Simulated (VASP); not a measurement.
# Zr2Zn2N3 (P-3m1) in VASP: single point with rev-vdW-DF2

Aim: the single point of Zr2Zn2N3 with rev-vdW-DF2.

Everything below comes from runs of VASP 6.6.1. Logs are shortened: lines on timing, memory, paths and dates and some standing lists are left out, and cuts for length are marked.

## Step 1: The structure

The structure is trigonal, space group P-3m1 (No. 164). Conventional cell: a = 3.220 Å, b = 3.220 Å, c = 10.279 Å, α = 90.00°, β = 90.00°, γ = 120.00°. Zr (site symmetry 3m) has 6 N at 2.21 to 2.32 Å as nearest neighbours. Around Zn (site symmetry 3m) lie 3 N at 2.46 Å and 3 Zn at 2.65 Å and 1 Zr at 2.80 Å. N (site symmetry -3m) is surrounded by 6 Zr at 2.32 Å. N (site symmetry 3m) is surrounded by 3 Zr at 2.21 Å and 3 Zn at 2.46 Å.

The cell comes from a database or a generator and needn't be the stable form of this composition.

## Step 2: Single point, rev-vdW-DF2

Input file run.py:

```python
from ase import Atoms
from ase.calculators.vasp import Vasp
from ase.dft.bandgap import bandgap

atoms = Atoms(
    ['Zr', 'Zr', 'Zn', 'Zn', 'N', 'N', 'N'],
    cell=[[3.220407007, 0.0, 0.0], [-1.6102035035, 2.7889542786, 0.0], [0.0, 0.0, 10.278576]],
    scaled_positions=[[0.3333333333, 0.6666666667, 0.135002], [0.6666666667, 0.3333333333, 0.864998], [0.6666666667, 0.3333333333, 0.592175], [0.3333333333, 0.6666666667, 0.407825], [0.0, 0.0, 0.0], [0.6666666667, 0.3333333333, 0.251816], [0.3333333333, 0.6666666667, 0.748184]],
    pbc=True,
)
calc = Vasp(
    directory='calc',
    xc='rev-vdw-df2',
    pp='PBE',
    setups='recommended',
    pp_version='54',
    prec='Accurate',
    encut=520,
    ediff=1e-06,
    ismear=-5,
    sigma=0.05,
    lreal=False,
    lasph=True,
    nelm=100,
    algo='Normal',
    isif=2,
    lwave=False,
    lcharg=False,
    kpts=[10, 10, 3],
    gamma=True,
    nbands=40,
)
atoms.calc = calc

print('energy (eV):', atoms.get_potential_energy())
print('free energy (eV):', atoms.get_potential_energy(force_consistent=True))
print('forces (eV/A):')
print(atoms.get_forces())
print('stress (eV/A^3, Voigt):', atoms.get_stress())
print('Fermi level (eV):', calc.get_fermi_level())
gap, top, bottom = bandgap(calc)
print('band gap (eV):', gap, 'from (spin, k, band)', top, 'to', bottom)
```

Potentials or basis: VASP PAW PBE potentials, release 54 (Zr_sv, Zn, N).

Launch:

```console
$ python run.py
```

Log:

```text
<dir> UserWarning: vdW has been enabled, however no location for the vdw_kernel.bindat file has been specified. Set ASE_VASP_VDW environment variable to copy the vdW kernel.
  warnings.warn(
energy (eV): -37.29741379
free energy (eV): -37.29741379
forces (eV/A):
[[-0.         -0.          0.05347745]
 [-0.          0.         -0.05347745]
 [-0.          0.          0.04719405]
 [ 0.          0.         -0.04719405]
 [ 0.          0.          0.        ]
 [ 0.          0.         -0.21096967]
 [-0.          0.          0.21096967]]
stress (eV/A^3, Voigt): [ 0.02668373  0.02668373  0.02993096 -0.         -0.          0.        ]
Fermi level (eV): 7.10965806
band gap (eV): 0.0 from (spin, k, band) (None, None, None) to (None, None, None)
```

OUTCAR:

```text
ENCUT = 520.000000
   EDIFF = 1.00e-06
   GGA = MK
   PREC = Accurate
   ISIF = 2
   ISMEAR = -5
   NELM = 100
   LASPH = .TRUE.
   LREAL = .FALSE.

 ion  position               nearest neighbor table
   1  0.333  0.667  0.135-   6 2.21   6 2.21   6 2.21   5 2.32   5 2.32   5 2.32   4 2.80   2 3.34
                             2 3.34   2 3.34
   2  0.667  0.333  0.865-   7 2.21   7 2.21   7 2.21   5 2.32   5 2.32   5 2.32   3 2.80   1 3.34
                             1 3.34   1 3.34
   3  0.667  0.333  0.592-   4 2.65   4 2.65   4 2.65   2 2.80
   4  0.333  0.667  0.408-   3 2.65   3 2.65   3 2.65   1 2.80
   5  0.000  0.000  0.000-   1 2.32   2 2.32   2 2.32   1 2.32   2 2.32   1 2.32
   6  0.667  0.333  0.252-   1 2.21   1 2.21   1 2.21
   7  0.333  0.667  0.748-   2 2.21   2 2.21   2 2.21

  LATTYP: Found a hexagonal cell.
 ALAT       =     3.2204070070
 C/A-ratio  =     3.1917009178

  Lattice vectors:

 A1 = (   3.2204070070,   0.0000000000,   0.0000000000)
 A2 = (  -1.6102035035,   2.7889542786,   0.0000000000)
 A3 = (   0.0000000000,   0.0000000000,  10.2785760000)

Analysis of symmetry for initial positions (statically):
=====================================================================
 Subroutine PRICEL returns:
 Original cell was already a primitive cell.

 Routine SETGRP: Setting up the symmetry group for a
 hexagonal supercell.

 Subroutine GETGRP returns: Found 12 space group operations
 (whereof 12 operations were pure point group operations)
 out of a pool of 24 trial point group operations.

The static configuration has the point symmetry D_3d.

Analysis of symmetry for dynamics (positions and initial velocities):
=====================================================================
 Subroutine PRICEL returns:
 Original cell was already a primitive cell.

 Routine SETGRP: Setting up the symmetry group for a
 hexagonal supercell.

 Subroutine GETGRP returns: Found 12 space group operations
 (whereof 12 operations were pure point group operations)
 out of a pool of 24 trial point group operations.

The dynamic configuration has the point symmetry D_3d.

 Subroutine INISYM returns: Found 12 space group operations
 (whereof 12 operations are pure point group operations),
 and found     1 'primitive' translations

----------------------------------------------------------------------------------------

                                     Primitive cell

  volume of cell :      92.3177

  direct lattice vectors                    reciprocal lattice vectors
     3.220407007  0.000000000  0.000000000     0.310519757  0.179278665  0.000000000
    -1.610203503  2.788954279  0.000000000     0.000000000  0.358557330  0.000000000
     0.000000000  0.000000000 10.278576000     0.000000000  0.000000000  0.097289741

  length of vectors
     3.220407007  3.220407007 10.278576000     0.358557330  0.358557330  0.097289741

  position of ions in fractional coordinates (direct lattice)
     0.333333333  0.666666667  0.135002000
     0.666666667  0.333333333  0.864998000
     0.666666667  0.333333333  0.592175000
     0.333333333  0.666666667  0.407825000
     0.000000000  0.000000000  0.000000000
     0.666666667  0.333333333  0.251816000
     0.333333333  0.666666667  0.748184000

  ion indices of the primitive-cell ions
   primitive index   ion index
                 1           1
                 2           2
                 3           3
                 4           4
                 5           5
                 6           6
                 7           7

----------------------------------------------------------------------------------------

 KPOINTS: KPOINTS created by Atomic Simulation Env

Automatic generation of k-mesh.
 Grid dimensions read from file:
 generate k-points for:   10   10    3

 Generating k-lattice:

  Cartesian coordinates                     Fractional coordinates (reciprocal lattice)
     0.031051976  0.017927867  0.000000000     0.100000000 -0.000000000  0.000000000
     0.000000000  0.035855733  0.000000000     0.000000000  0.100000000  0.000000000
     0.000000000  0.000000000  0.032429914     0.000000000  0.000000000  0.333333333

  Length of vectors
     0.035855733  0.035855733  0.032429914

  Shift w.r.t. Gamma in fractional coordinates (k-lattice)
     0.000000000  0.000000000  0.000000000

 TETIRR: Found    409 inequivalent tetrahedra from     1800

 Subroutine IBZKPT returns following result:
 ===========================================

 Found     36 irreducible k-points:

 Following reciprocal coordinates:
            Coordinates               Weight
  0.000000  0.000000  0.000000      1.000000
  0.100000 -0.000000  0.000000      6.000000
  0.200000 -0.000000  0.000000      6.000000
  0.300000  0.000000  0.000000      6.000000
  0.400000 -0.000000  0.000000      6.000000
  0.500000 -0.000000  0.000000      3.000000
[... 16 lines left out ...]
  0.000000  0.400000  0.333333      6.000000
  0.500000 -0.000000  0.333333      6.000000
 [... further k-points ...]
   k-points           NKPTS =     36   k-points in BZ     NKDIM =     36   number of bands    NBANDS=     40
   number of dos      NEDOS =    301   number of ions     NIONS =      7
   total plane-waves  NPLWV =  46080
   dimension x,y,z NGX =    24 NGY =   24 NGZ =   80
   dimension x,y,z NGXF=    48 NGYF=   48 NGZF=  160
   ions per type =               2   2   3
   NGX,Y,Z   is equivalent  to a cutoff of  12.39, 12.39, 12.94 a.u.
   NGXF,Y,Z  is equivalent  to a cutoff of  24.78, 24.78, 25.88 a.u.
 SYSTEM =  unknown system
   PREC   = accura    normal or accurate (medium, high low for compatibility)
   ISTART =      0    job   : 0-new  1-cont  2-samecut
   ICHARG =      2    charge: 1-file 2-atom 10-const
   ISPIN  =      1    spin polarized calculation?
   LNONCOLLINEAR =      F non collinear calculations
   LSORBIT =      F    spin-orbit coupling
   LASPH  =      T    aspherical Exc in radial PAW
   ENCUT  =  520.0 eV  38.22 Ry    6.18 a.u.   5.99  5.99 19.11*2*pi/ulx,y,z
   NELM   =    100;   NELMIN=  2; NELMDL= -5     # of ELM steps
   EDIFF  = 0.1E-05   stopping-criterion for ELM
   LREAL  =      F    real-space projection
   EDIFFG = 0.1E-04   stopping-criterion for IOM
   NSW    =      0    number of steps for IOM
   IBRION =     -1    ionic relax: 0-MD 1-quasi-New 2-CG
   NFREE  =      0    steps in history (QN), initial steepest desc. (CG)
   ISIF   =      2    stress and relaxation
   ISYM   =      2    0-nonsym 1-usesym 2-fastsym
   POTIM  = 0.5000    time-step for ionic-motion
   TEBEG  =    0.0;   TEEND  =   0.0 temperature during run
   PSTRESS=    0.0 pullay stress
   NELECT =      63.0000    total number of electrons
   NUPDOWN=      -1.0000    fix difference up-down
   EMIN   =  10.00;   EMAX   =-10.00  energy-range for DOS
   EFERMI =   0.00;   METHOD = LEGACY
   ISMEAR =    -5;   SIGMA  =   0.05  broadening in eV -4-tet -1-fermi 0-gaus
   EFERMI_NEDOS =   21; number of points for ismear=-14 and -15
   IALGO  =     38    algorithm
   IMIX   =      4    mixing-type and parameters
     AMIX     =   0.40;   BMIX     =  1.00
     AMIX_MAG =   1.60;   BMIX_MAG =  1.00
  volume/ion in A,a.u.               =      13.19        89.00
  Fermi-wavevector in a.u.,A,eV,Ry     =   1.441319  2.723697 28.264732  2.077399
  Thomas-Fermi vector in A             =   2.559964
   LORBIT       =      0    0 simple, 1 ext, 2 COOP (PROOUT), +10 PAW based schemes
   GGA     = MK    functional components
   LHFCALC =     F    Hartree Fock is set to
   AEXX    =    0.0000 exact exchange contribution
   IVDW_NL    =     1    kernel type
   BPARAM     = 6.3000
   IVDW    =     0    specifies the selected vdW correction
   LEPSILON=     F    determine dielectric tensor
   LRPA    =     F    only Hartree local field effects (RPA)
 non-spin polarized calculation
 Fermi weights with tetrahedron method with Bloechl corrections
  energy-cutoff  :      520.00
  volume of cell :       92.32
 maximum number of plane-waves:      2516
   NGX = 11   NGY = 11   NGZ = 39

 number of electron      63.0000031 magnetization

 Free energy of the ion-electron system (eV)
  ---------------------------------------------------
  ext. energy  EPLUGINS =         0.00000000
  ---------------------------------------------------
  free energy    TOTEN  =       -37.29741379 eV

  energy without entropy =      -37.29741379  energy(sigma->0) =      -37.29741379

 E-fermi :   7.1097     XC(G=0): -11.7353

 val. band max:        6.9706720199   @ k =   0.3000   0.1000   0.3333
 cond. band min:       7.0294521804   @ k =   0.2000  -0.0000   0.0000
 fundamental gap:      0.0587801605
 Fermi energy:         7.1096580594

 k-point     1 :       0.0000    0.0000    0.0000
  band No.  band energies     occupation
      1     -42.2724      2.00000
      2     -42.2222      2.00000
      3     -20.7625      2.00000
      4     -20.2896      2.00000
      5     -19.9806      2.00000
      6     -19.9806      2.00000
[... 32 lines left out ...]
     39      10.9544      0.00000
     40      11.4244      0.00000

 k-point     2 :       0.1000   -0.0000    0.0000
  band No.  band energies     occupation
      1     -42.2618      2.00000
      2     -42.2138      2.00000
      3     -20.7333      2.00000
      4     -20.2916      2.00000
      5     -20.0627      2.00000
      6     -20.0376      2.00000
[... 935 lines left out ...]
     39      11.2313      0.00000
     40      12.1448      0.00000

 k-point    24 :       0.5000   -0.0000    0.3333
  band No.  band energies     occupation
      1     -42.1546      2.00000
      2     -42.1388      2.00000
      3     -20.9482      2.00000
      4     -20.8145      2.00000
      5     -20.3568      2.00000
      6     -20.2057      2.00000
[... 32 lines left out ...]
     39      11.5676      0.00000
     40      11.8450      0.00000

 [... further k-points ...]
[... 5 lines left out ...]
  --------------------------------------------------------------------------------------
  -------------------------------------------------------------------------------------
  Total       -2.4633801     -2.4633801     -2.7631567      0.0000000     -0.0000000      0.0000000
  in kB      -42.7520453    -42.7520453    -47.9546790      0.0000000     -0.0000000      0.0000000
  external PRESSURE =     -44.4862565 kB  Pullay stress =       0.0000000 kB

 VOLUME and BASIS-vectors are now :
 -----------------------------------------------------------------------------
  energy-cutoff  :      520.00
  volume of cell :       92.32
      direct lattice vectors                 reciprocal lattice vectors
     3.220407007  0.000000000  0.000000000     0.310519757  0.179278665  0.000000000
    -1.610203503  2.788954279  0.000000000     0.000000000  0.358557330  0.000000000
     0.000000000  0.000000000 10.278576000     0.000000000  0.000000000  0.097289741

 POSITION                                       TOTAL-FORCE (eV/Angst)
 -----------------------------------------------------------------------------------
     -0.00000      1.85930      1.38763        -0.000000     -0.000000      0.053477
      1.61020      0.92965      8.89095        -0.000000      0.000000     -0.053477
      1.61020      0.92965      6.08672        -0.000000      0.000000      0.047194
     -0.00000      1.85930      4.19186         0.000000      0.000000     -0.047194
      0.00000      0.00000      0.00000         0.000000      0.000000      0.000000
      1.61020      0.92965      2.58831         0.000000      0.000000     -0.210970
     -0.00000      1.85930      7.69027        -0.000000      0.000000      0.210970
 -----------------------------------------------------------------------------------
    total drift:                                0.000000     -0.000000      0.000000

  FREE ENERGIE OF THE ION-ELECTRON SYSTEM (eV)
  ---------------------------------------------------
  free  energy   TOTEN  =       -37.2974137861 eV

  energy  without entropy=      -37.2974137861  energy(sigma->0) =      -37.29741379

Total vdW correction in eV:      9.3978657
```

INCAR:

```text
AGGAC = 0.000000
ENCUT = 520.000000
PARAM1 = 0.123400
PARAM2 = 0.711357
SIGMA = 0.050000
ZAB_VDW = -1.886700
EDIFF = 1.00e-06
ALGO = Normal
GGA = MK
PREC = Accurate
ISIF = 2
ISMEAR = -5
NBANDS = 40
NELM = 100
LASPH = .TRUE.
LCHARG = .FALSE.
LUSE_VDW = .TRUE.
LWAVE = .FALSE.
LREAL = .FALSE.
```

Run time: 3.1 min. Hardware: 1 thread of Intel Xeon Platinum 8488C (Sapphire Rapids), shared host; peak memory 0.53 GiB.

Results:

```yaml
Free_energy: -37.2974 eV
Pressure: -4.4 GPa
Largest_force: 0.211 eV/Å
Band_gap_on_the_k_mesh: none (metal or under the smearing width)
```

Forces on the atoms (eV/Å):
```
Zr   0.000  0.000  0.053
Zr   0.000  0.000 -0.053
Zn   0.000  0.000  0.047
Zn   0.000  0.000 -0.047
N    0.000  0.000  0.000
N    0.000  0.000 -0.211
N    0.000  0.000  0.211
```

Stress tensor (GPa, compression positive):
```
-4.28  0.00  0.00
 0.00 -4.28  0.00
 0.00  0.00 -4.80
```

Caveat: the PAW data sets were made with another functional, which shifts forces and pressure a little; tetrahedron occupations give inexact forces and stress in metals.
